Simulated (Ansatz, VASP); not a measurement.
# Cross-check of SnO2 (1T-SnO2 bilayer, AA) between VASP and Ansatz

Wanted: the spread between two codes on one cell, functional and k mesh. The structure shown is the start of the Ansatz relaxation below; VASP solves that cell, so the two are compared at the walk's first step.

Main program and level: Ansatz 0.2.0; plane waves, with VASP 6.6.1 beside it; single point at PBE with D3(BJ).

**1. The structure**

The cell holds 6 atoms: 4 O and 2 Sn. Cell: a = 3.220 Å, b = 3.220 Å, c = 43.978 Å, α = 90.0°, β = 90.0°, γ = 120.0°. Vacuum lies along c.

**2. Ansatz: relaxation, PBE with D3(BJ)**

Ansatz runs on its default PAW (the set named soft_2) files.

The two programs are compared at the cell with which this relaxation starts, whose forces are those of its first step.

File input.yaml:

```yaml
crystal:
  lattice:
    - [3.22, 0.0, 0.0]
    - [-1.61, 2.7886018002, 0.0]
    - [0.0, 0.0, 43.9777087653]
  atoms:
    - { symbol: O, position: [0.6666666667, 0.3333333333, 0.4263523618] }
    - { symbol: Sn, position: [0.0, 0.0, 0.4466905562] }
    - { symbol: O, position: [0.3333333333, 0.6666666667, 0.4670287507] }
    - { symbol: O, position: [0.6666666667, 0.3333333333, 0.5329712493] }
    - { symbol: Sn, position: [0.0, 0.0, 0.5533094438] }
    - { symbol: O, position: [0.3333333333, 0.6666666667, 0.5736476382] }
  periodic: [true, true, false]
kpoints:
  mp_grid: { grid: [12, 12, 1] }
hamiltonian:
  xc: pbe
  dispersion: d3bj
scf:
  occupations: { method: fermi_dirac, width: 0.05 }
  convergence: { dr2_threshold: 1.0e-09 }
relax:
  f_tol: 0.004
  max_steps: 90
  cell: {}
output:
  write_potential: true
  write_density: true
  volumetric_format: npy
```

Launch:

```bash
$ ansatz run input.yaml --threads 4 --pin off --max-ram 6144MiB --backend cpu --events-out ev --progress --plain --runs-dir out
```

Numbers of over 12 decimals in the logs are rounded to 6 here.

The log of the run:

```text
Warning: relax.cell: scf.convergence.dr2_threshold = 1e-9 eV is looser than the 2.20982358759e-10 eV advised for a relaxation that steers and ends on the stress (1e-10 eV for each atom of the cell: 6, times the square of relax.cell.stress_2d_tol = 0.05 N/m over 16.5 Å (the atoms' height at the walk's start and 5 Å past either face), 3.034e-2 GPa, over a crystal's default 0.05). What an SCF threshold leaves in a stress goes as its square root, and in the free energy as the threshold itself, and one threshold admits the most on a small cell: [figures from the program's tests cut] Set scf.convergence.dr2_threshold to 2.20982358759e-10 eV or tighter. [rest of the remark cut]
Engine: ansatz 0.2.0, x86_64-unknown-linux-gnu
Pseudopotentials: kind: paw
Pseudopotential: O, paw, valence charge 6, recommended cutoff 420 eV (normal), O.paw.azcp
Pseudopotential: Sn, paw, valence charge 14, recommended cutoff 420 eV (normal), Sn.paw.azcp
Functional definition: PBE
  parameter kappa = 0.804
  parameter beta = 0.066725
  exchange = pbe_x(kappa = kappa, mu = beta*pi^2/3)
  correlation = pbe_c(beta = beta)
Crystal: 6 atoms, lattice volume = 394.889 Å³
Basis set: ecut = 420 eV, 7851 PW (Γ), exchange–correlation on 48×48×600 points (8 copies of the dense FFT grid, shifted against one another)
Bands: 32, of which v1, the nominal top of the filled ones, is band 26 counted from 1 (25 counted from 0)
Symmetry: 12 space group operations
Space group: P-3m1 (ITA 164), of the structure as read, at distance tolerance 7.3e-5 Å
k-points: 19 of 144
Non-local potential: O, projectors of the file, l = 0: 2, l = 1: 2, l = 2: 1
Non-local potential: Sn, projectors of the file, l = 0: 2, l = 1: 2, l = 2: 2, l = 3: 2
PAW form: soft (Blöchl's): semilocal exchange-correlation on the pseudo side does not see the compensation charge
PAW one-centre angular grid: O, 110 points (default); XC on 64 Gauss nodes
PAW one-centre angular grid: Sn, 590 points (default); XC on 64 Gauss nodes
Initial density: superposition of atomic densities (neutral atoms: chi_scale 0, normalization atom), corrected by the library's trained network
Initial wavefunctions: pseudopotential atomic-orbital guess
Functional: x = pbe(κ = 0.804, μ = 0.219515), c = pbe(β = 0.066725)
SCF iter   1: F=—  HF=-14317.509807 eV  |F-HF|=—  |Δ(HF+E_count)|=         —  Δρ=9.27e-4  dr2=2.02e-3  ethr=1.77e-3  ⟨swp⟩=12.7  Hψ=4463  notcnv=0
preconditioner: auto → Resta (q_TF=auto, 1.946 Å⁻¹)  ε∞=1.5  [insulator: Δε(μ)=2.493 eV  Ē_g=18.790 eV  σ=0.050 eV  W_gap=1.00  n_scr=26 (ndim 8)  ℏωp=13.5 eV  f_vac=0.784  D(μ)=0.00/eV (n_scr^D=0)  ε∞_Penn≈1.5  vacuum switching on, ρ_ref=2.6e-2 e/Å³]
SCF iter   2: F=—  HF=-14317.511819 eV  |F-HF|=—  |Δ(HF+E_count)|=   2.01e-3  Δρ=4.40e-4  dr2=3.89e-4  ethr=3.88e-6  ⟨swp⟩=4.4  Hψ=2126  notcnv=0  defer=36
SCF iter   3: F=—  HF=-14317.512369 eV  |F-HF|=—  |Δ(HF+E_count)|=   5.50e-4  Δρ=3.43e-4  dr2=5.04e-4  ethr=7.48e-7  ⟨swp⟩=4.0  Hψ=1545  notcnv=0  defer=36
SCF iter   4: F=—  HF=-14317.512312 eV  |F-HF|=—  |Δ(HF+E_count)|=   5.65e-5  Δρ=8.30e-5  dr2=2.68e-5  ethr=7.48e-7  ⟨swp⟩=3.5  Hψ=1053  notcnv=0  defer=36
SCF iter   5: F=—  HF=-14317.512249 eV  |F-HF|=—  |Δ(HF+E_count)|=   6.34e-5  Δρ=3.49e-5  dr2=3.01e-6  ethr=5.14e-8  ⟨swp⟩=3.7  Hψ=1423  notcnv=0  defer=36
SCF iter   6: F=—  HF=-14317.512121 eV  |F-HF|=—  |Δ(HF+E_count)|=   1.28e-4  Δρ=8.45e-6  dr2=2.40e-7  ethr=5.78e-9  ⟨swp⟩=3.8  Hψ=1423  notcnv=0  defer=36
SCF iter   7: F=—  HF=-14317.512121 eV  |F-HF|=—  |Δ(HF+E_count)|=   7.34e-9  Δρ=4.04e-6  dr2=4.32e-8  ethr=4.61e-10  ⟨swp⟩=3.4  Hψ=1310  notcnv=0  defer=36
SCF iter   8: F=—  HF=-14317.512121 eV  |F-HF|=—  |Δ(HF+E_count)|=   1.93e-7  Δρ=4.93e-7  dr2=1.10e-9  ethr=8.30e-11  ⟨swp⟩=2.9  Hψ=1293  notcnv=0  defer=36
SCF iter   9: F=-14317.512121 eV  HF=-14317.512121 eV  |F-HF|=1.86e-10  |Δ(HF+E_count)|=   3.99e-9  Δρ=2.27e-7  dr2=1.82e-10  ethr=1.92e-12  ⟨swp⟩=13.5  Hψ=5579  notcnv=0
SCF 1 converged in 9 iterations: F = -14317.512121 eV  dr2 = 1.82e-10
  greatest PAW one-centre occupation: 0.996 electrons in one spin orbital (limit 2), on the Sn atom at site 4 (counted from 0), in its partial waves of l = 2
relax step   1: F+E_penalty+E_count = -14317.51212085 eV  Δ(F+E_penalty+E_count) = +0.000e0 eV  max|allowed force component| = 1.710e0 eV/Å  Δτ_max = 0.0000 Å  P = +9.630 N/m  Ω = 394.889 Å³  fix = [c, alpha, beta]  reactions: c +0.000 N/m  (9 SCF iters, accepted)
[...]
relax step   6: F+E_penalty+E_count = -14317.90822422 eV  Δ(F+E_penalty+E_count) = -3.578e-4 eV  max|allowed force component| = 9.079e-4 eV/Å  Δτ_max = 0.0054 Å  P = -0.011 N/m  Ω = 393.943 Å³  energy of the carried Pulay correction = +9.462e-4 eV  fix = [c, alpha, beta]  reactions: c -0.000 N/m  (8 SCF iters, accepted)
[...]
relax step   7: F+E_penalty+E_count = -14317.90732288 eV  Δ(F+E_penalty+E_count) = +9.013e-4 eV  max|allowed force component| = 9.122e-4 eV/Å  Δτ_max = 0.0000 Å  P = -0.025 N/m  Ω = 393.943 Å³  fix = [c, alpha, beta]  reactions: c -0.000 N/m  stress off target by 2.52e-2 N/m on what of the cell is left free  SCF on the basis re-selected at this cell (its energy is not comparable with the rows above)  (4 SCF iters)
basis re-selected at this cell: Δ(F+E_penalty+E_count) = +9.013e-4 eV, ΔP = -0.014 N/m vs the last step (what re-selecting the basis moved, of the pressure what is left beyond the Pulay correction that the steps carried, after the strain that the cell walked since its last selection, with what the two solves' SCF thresholds leave and, on support functions, any second-order correction that the steps lacked; it is no m [...]
WARN: The output density's exchange-correlation potential varies sharply where the density is thin. Do not read a vacuum level from v_tot or v_xc, or from such a field of the output density. On a cell that repeats whose density bears no net charge and no dipole along the vacuum's axis use v_es (v_loc + v_h of the components); under efield.dipole_correction with no amplitude use v_es + v_field, which holds any externa [...]
SCF converged after 4 iterations
Free energy (F): -14317.907323 eV
Harris-Foulkes:  -14317.907323 eV  (|F-HF|=1.11e-10)
Internal energy: -14317.907323 eV  (E = F + TS)
E sigma→0 (E₀):  -14317.907323 eV
Fermi energy:    -7.015570 eV
--- Per-component energies (eV) ---
  E_band       = -1009.901917
  E_kinetic    = 1076.502789
  E_local      = -226715.117327  (includes V_loc(G=0)·N_el)
  E_nonlocal   = 132.841359
  E_hartree    = 112971.591250
  E_xc         = -1054.364907
  E_vxc        = -562.810891  (∫ρ·V_xc dr)
  E_paw        = -8924.944087  (= ΣΔE_a)
  E_vpaw       = -884.509167  (= ΣTr[D̂ρ^β])
  E_aug_tail   = 0.009646  (compensation charges beyond the density's cutoff)
  E_ewald      = 108196.472964
  E_disp       = -0.899009  (pairwise vdW)
  E_smearing   = -0.000000  (= −TS)
  E_closure    = 0.000000  (closes the sum)
  Σ components = -14317.907323   (vs F -14317.907323, Δ=0.00e0)
--- Forces (eV/Å), atoms counted from 1 ---
  atom   1  O     -0.00000000    -0.00000000    -0.00091224
  atom   2  Sn     0.00000000     0.00000000    -0.00069416
  atom   3  O     -0.00000000     0.00000000    -0.00053619
  atom   4  O     -0.00000000    -0.00000000     0.00053619
  atom   5  Sn     0.00000000    -0.00000000     0.00069416
  atom   6  O      0.00000000     0.00000000     0.00091224
  max |Σ_I F_I| component: 5.54e-17 eV/Å
--- 2D stress c σ (N/m, compression-positive) ---
       -0.025157       0.000000       0.000000
        0.000000      -0.025157       0.000000
        0.000000       0.000000      -0.000000
  P = ½ c Tr σ = -0.0252 N/m
--- Band table (eV; the first three rows and the last of 19) ---
  k-point 0: bands = [... 22 lower, -9.0799, -9.0431, -9.0431, -8.5921, -5.9514, -5.2297, -2.5861, -2.4152, ... 2 higher]
  k-point 1: bands = [... 22 lower, -8.9933, -8.9519, -8.8622, -8.4634, -5.5601, -4.9564, -2.3427, -2.1429, ... 2 higher]
  k-point 2: bands = [... 22 lower, -8.8875, -8.8324, -8.7355, -8.3547, -4.6972, -4.3112, -1.7787, -1.5028, ... 2 higher]
  k-point 18: bands = [... 22 lower, -8.6518, -8.6518, -8.3718, -8.3718, -2.0606, -2.0175, 1.1455, 1.8611, ... 2 higher]
--- Relaxed structure (6 steps of the walk, 5 accepted, 1 SCFs on fresh bases) ---
  F+E_penalty+E_count = -14317.90732288 eV   max|allowed force component| = 9.122e-4 eV/Å   (the final SCF, on the basis selected at the relaxed cell)
  cell:  # Å, volume = 393.9431 Å³
    - [3.216142, 0.0, 0]
    - [-1.608071, 2.785260, 0]
    - [0, 0, 43.9777087653]
  atoms:
    - { symbol: O, position: [0.666667, 0.333333, 0.424370] }
    - { symbol: Sn, position: [0, 0, 0.447445] }
    - { symbol: O, position: [0.333333, 0.666667, 0.470457] }
    - { symbol: O, position: [0.666667, 0.333333, 0.529543] }
    - { symbol: Sn, position: [0, 0, 0.552555] }
    - { symbol: O, position: [0.333333, 0.666667, 0.575630] }
```

**3. VASP: single point, PBE with D3(BJ), start cell**

The same cell, functional, mesh and smearing now go to VASP, with its own data sets.

Lines of VASP's logs that name or quote its potential files are left out, and so is its time.

File INCAR:

```
SYSTEM = SnO2
PREC = Accurate
ENCUT = 520
EDIFF = 1E-06
NELM = 120
ISMEAR = -1
SIGMA = 0.05
LREAL = .FALSE.
ALGO = Normal
GGA = PE
IVDW = 12
NBANDS = 32
LORBIT = 11
LWAVE = .FALSE.
LCHARG = .FALSE.
ISIF = 2
LDIPOL = .TRUE.
IDIPOL = 3
DIPOL = 0.5 0.5 0.5
LVHAR = .TRUE.
LASPH = .TRUE.
GGA_COMPAT = .FALSE.
EFERMI = MIDGAP
NELMDL = -8
KPAR = 2
```

File POSCAR:

```
SnO2
1.0
    3.2200000000      0.0000000000      0.0000000000
   -1.6100000000      2.7886020000      0.0000000000
    0.0000000000      0.0000000000     43.9777090000
O Sn
4 2
Direct
    0.6666666667      0.3333333333      0.4263523596
    0.3333333333      0.6666666667      0.4670287395
    0.6666666667      0.3333333333      0.5329712378
    0.3333333333      0.6666666667      0.5736476404
    0.0000000000      0.0000000000      0.4466905495
    0.0000000000      0.0000000000      0.5533094505
```

File KPOINTS:

```
Automatic mesh
0
Gamma
12 12 1
0 0 0
```

Potentials, in the order of the species: O and Sn_d (PBE family, release 64).

Launch:

```bash
$ mpirun -np 2 vasp_std
```

The log of the run:

```text
[banner, memory and clock lines left out]
running    2 mpi-ranks, on    1 nodes
 distrk:  each k-point on    1 cores,    2 groups
 distr:  one band on    1 cores,    1 groups

 POSCAR found type information on POSCAR O Sn
 POSCAR found :  2 types and       6 ions
 LDA part: xc-table for (Slater+PW92), standard interpolation
 POSCAR, INCAR and KPOINTS ok, starting setup
 FFT: planning ... GRIDC
 FFT: planning ... GRID_SOFT
 FFT: planning ... GRID
 WAVECAR not read
 entering main loop
       N       E                     dE             d eps       ncg     rms          rms(c)
DAV:   1     0.542050032596E+03    0.54205E+03   -0.24163E+04  1416   0.143E+03
DAV:   2     0.491035910639E+02   -0.49295E+03   -0.48210E+03  1688   0.353E+02
DAV:   3    -0.391344618688E+02   -0.88238E+02   -0.87268E+02  1560   0.179E+02
DAV:   4    -0.424239750309E+02   -0.32895E+01   -0.32696E+01  1512   0.411E+01
DAV:   5    -0.425233069884E+02   -0.99332E-01   -0.99282E-01  1488   0.679E+00
DAV:   6    -0.425280167141E+02   -0.47097E-02   -0.47095E-02  1744   0.148E+00
DAV:   7    -0.425281544729E+02   -0.13776E-03   -0.13776E-03  1712   0.210E-01
DAV:   8    -0.425281594832E+02   -0.50103E-05   -0.50103E-05  1656   0.327E-02    0.162E+01
DAV:   9    -0.358214643018E+02    0.67067E+01   -0.25624E+01  1968   0.726E+01    0.613E+00
DAV:  10    -0.359652530549E+02   -0.14379E+00   -0.25765E+00  1440   0.903E+00    0.349E+00
DAV:  11    -0.359301794677E+02    0.35074E-01   -0.31242E-01  1712   0.642E+00    0.992E-01
DAV:  12    -0.359161298685E+02    0.14050E-01   -0.86321E-02  1976   0.424E+00    0.148E-01
DAV:  13    -0.359174234124E+02   -0.12935E-02   -0.81483E-03  1504   0.868E-01    0.712E-02
DAV:  14    -0.359176231978E+02   -0.19979E-03   -0.84560E-04  1720   0.307E-01    0.244E-02
[...]
DAV:  20    -0.359180009167E+02   -0.50021E-04   -0.99929E-07   984   0.873E-03    0.113E-03
DAV:  21    -0.359180170665E+02   -0.16150E-04   -0.43538E-07  1032   0.370E-03    0.935E-04
DAV:  22    -0.359180361258E+02   -0.19059E-04   -0.66906E-07   992   0.719E-03    0.689E-04
DAV:  23    -0.359180407475E+02   -0.46218E-05   -0.19690E-07  1032   0.518E-03    0.250E-04
DAV:  24    -0.359180435246E+02   -0.27770E-05   -0.12789E-07  1032   0.167E-03    0.147E-04
DAV:  25    -0.359180446931E+02   -0.11685E-05   -0.33713E-08  1064   0.146E-03    0.105E-04
DAV:  26    -0.359180457827E+02   -0.10896E-05   -0.16316E-08  1032   0.645E-04    0.966E-05
DAV:  27    -0.359180462347E+02   -0.45200E-06   -0.79225E-09  1064   0.572E-04
   1 F= -.36807571E+02 E0= -.36807571E+02  d E =-.161355E-10
```

Parts of OUTCAR (step 3):

```text
ion  position               nearest neighbor table
   1  0.667  0.333  0.426-   5 2.06   5 2.06   5 2.06
   2  0.333  0.667  0.467-   5 2.06   5 2.06   5 2.06
   3  0.667  0.333  0.533-   6 2.06   6 2.06   6 2.06
   4  0.333  0.667  0.574-   6 2.06   6 2.06   6 2.06
   5  0.000  0.000  0.447-   1 2.06   1 2.06   2 2.06   2 2.06   1 2.06   2 2.06
   6  0.000  0.000  0.553-   4 2.06   4 2.06   4 2.06   3 2.06   3 2.06   3 2.06

  LATTYP: Found a hexagonal cell.
 ALAT       =     3.2200000000
 C/A-ratio  =    13.6576736025

 Subroutine GETGRP returns: Found 12 space group operations
 (whereof 12 operations were pure point group operations)

The static configuration has the point symmetry D_3d.

 Found     19 irreducible k-points:

   k-points           NKPTS =     19   k-points in BZ     NKDIM =     19   number of bands    NBANDS=     32

   dimension x,y,z NGX =    24 NGY =   24 NGZ =  336
   dimension x,y,z NGXF=    48 NGYF=   48 NGZF=  672

   ENCUT  =  520.0 eV  38.22 Ry    6.18 a.u.   5.99  5.99 81.77*2*pi/ulx,y,z

   NELECT =      52.0000    total number of electrons

 k-points in reciprocal lattice and weights: Automatic mesh
   0.00000000  0.00000000  0.00000000       0.007
   0.08333333 -0.00000000  0.00000000       0.042
   0.16666667  0.00000000  0.00000000       0.042
   0.25000000 -0.00000000  0.00000000       0.042
   0.33333333 -0.00000000  0.00000000       0.042
   0.41666667 -0.00000000  0.00000000       0.042
   0.50000000 -0.00000000  0.00000000       0.021
   0.08333333  0.08333333  0.00000000       0.042
   0.16666667  0.08333333  0.00000000       0.083
[...]
0.33333333  0.25000000  0.00000000       0.083
   0.33333333  0.33333333  0.00000000       0.014

 dipolmoment           0.000000      0.000000      0.000005 electrons x Angstroem

 average (electrostatic) potential at core
       1 -78.7937       2 -78.7992       3 -78.7992       4 -78.7936       5-110.4186
       6-110.4185

 E-fermi :  -4.1458

 k-point     1 :       0.0000    0.0000    0.0000
  band No.  band energies     occupation
    ...
     22      -6.4572      2.00000
     23      -6.4572      2.00000
     24      -6.4377      2.00000
     25      -6.4377      2.00000
     26      -6.0543      2.00000
     27      -2.9104      0.00000
     28      -2.2898      0.00000
     29       0.5703      0.00000
     30       0.7828      0.00000
     31       2.2640      0.00000
    ...

 k-point     2 :       0.0833   -0.0000    0.0000
  band No.  band energies     occupation
    ...
     22      -6.5667      2.00000
     23      -6.2944      2.00000
     24      -6.2733      2.00000
     25      -6.0895      2.00000
     26      -5.8014      2.00000
     27      -2.4941      0.00000
     28      -1.9594      0.00000
     29       0.7262      0.00000
     30       0.9740      0.00000
     31       2.3943      0.00000
    ...

 k-point     3 :       0.1667    0.0000    0.0000
  band No.  band energies     occupation
    ...
     22      -6.6010      2.00000
     23      -6.0988      2.00000
     24      -6.0696      2.00000
     25      -5.8654      2.00000
     26      -5.5867      2.00000
     27      -1.5597      0.00000
     28      -1.1830      0.00000
     29       1.0949      0.00000
     30       1.4271      0.00000
     31       2.7590      0.00000
    ...

 Edisp (eV)   -0.88952

  Total       5.88164     5.88165     5.90319     0.00000     0.00000     0.00000
  in kB      23.86351    23.86352    23.95092     0.00000     0.00000     0.00000
  external pressure =       23.89 kB  Pullay stress =        0.00 kB

  energy-cutoff  :      520.00
  volume of cell :      394.89
      direct lattice vectors                 reciprocal lattice vectors
     3.220000000  0.000000000  0.000000000     0.310559006  0.179301313  0.000000000
    -1.610000000  2.788602000  0.000000000     0.000000000  0.358602626  0.000000000
     0.000000000  0.000000000 43.977709000     0.000000000  0.000000000  0.022738793

 POSITION                                       TOTAL-FORCE (eV/Angst)
 -----------------------------------------------------------------------------------
      1.61000      0.92953     18.75000         0.000000     -0.000000     -1.755269
     -0.00000      1.85907     20.53885         0.000000     -0.000000      1.764385
      1.61000      0.92953     23.43885        -0.000000      0.000000     -1.764385
     -0.00000      1.85907     25.22771         0.000000      0.000000      1.755269
      0.00000      0.00000     19.64443        -0.000000     -0.000000      0.049886
      0.00000      0.00000     24.33328        -0.000000      0.000000     -0.049886
 -----------------------------------------------------------------------------------
    total drift:                               -0.000000      0.000000      0.001918

  FREE ENERGIE OF THE ION-ELECTRON SYSTEM (eV)
  ---------------------------------------------------
  free  energy   TOTEN  =       -36.8075707636 eV

  energy  without entropy=      -36.8075707636  energy(sigma->0) =      -36.80757076

 vacuum level on the upper side and lower side of the slab         2.453         2.453

 total charge
# of ion       s       p       d       tot
------------------------------------------
    1        1.572   3.488   0.000   5.060
    2        1.572   3.488   0.000   5.061
    3        1.572   3.488   0.000   5.061
    4        1.572   3.488   0.000   5.060
    5        0.908   1.117  10.376  12.401
    6        0.908   1.117  10.376  12.401
--------------------------------------------------
tot          8.103  16.188  20.752  45.043

[... 3 further parts left out ...]
```

**4. Differences**

Known differences besides the potentials themselves: Ansatz cuts the interaction across the vacuum, VASP repeats the sheet with a dipole correction; the cutoff is 420 eV in Ansatz and 520 eV in VASP. Total energies have different zeros and are not compared.

Forces (eV/Å; atoms numbered as in POSCAR):

```
atom        Ansatz x, y, z          VASP x, y, z
  O1  0.000, 0.000, -1.701  0.000, 0.000, -1.755
  O2   0.000, 0.000, 1.710   0.000, 0.000, 1.764
  O3  0.000, 0.000, -1.710  0.000, 0.000, -1.764
  O4   0.000, 0.000, 1.701   0.000, 0.000, 1.755
 Sn5   0.000, 0.000, 0.051   0.000, 0.000, 0.050
 Sn6  0.000, 0.000, -0.051  0.000, 0.000, -0.050
```

The forces differ by 26 meV/Å r.m.s., which is 3.1 % of the r.m.s. force of 0.830 eV/Å (both taken over all components). With vacuum in the cell, a pressure given here is an average over mostly empty space and none of the material.

**5. Summary of results**

```json
{"r.m.s. force difference (single point, PBE with D3(BJ), start cell)": "3.1 % of the r.m.s. force"}
```

In words: The r.m.s. force difference is 3.1 % of the r.m.s. force (single point, PBE with D3(BJ), start cell), at about the 3 % picked in this series as the mark of a large difference. What causes the difference of the single point, PBE with D3(BJ), start cell pair stays open here. 1 further run of this series is not shown here. Such differences can come from data sets, numerical settings and the points named under the comparisons, not from the functional's error against experiment.

[Lines on the potential files, build, host, timing and source positions are cut from VASP's logs without a mark.]

[Logs are printed without paths, hosts, clocks, repeated set-up lines and the standing remarks that a program may print on its own settings, such as how far it seeks lower states.]

[Hosts, paths, dates, database ids (printed as entryN), source tags and the programs' standing remarks are cut or masked in the printed files.]
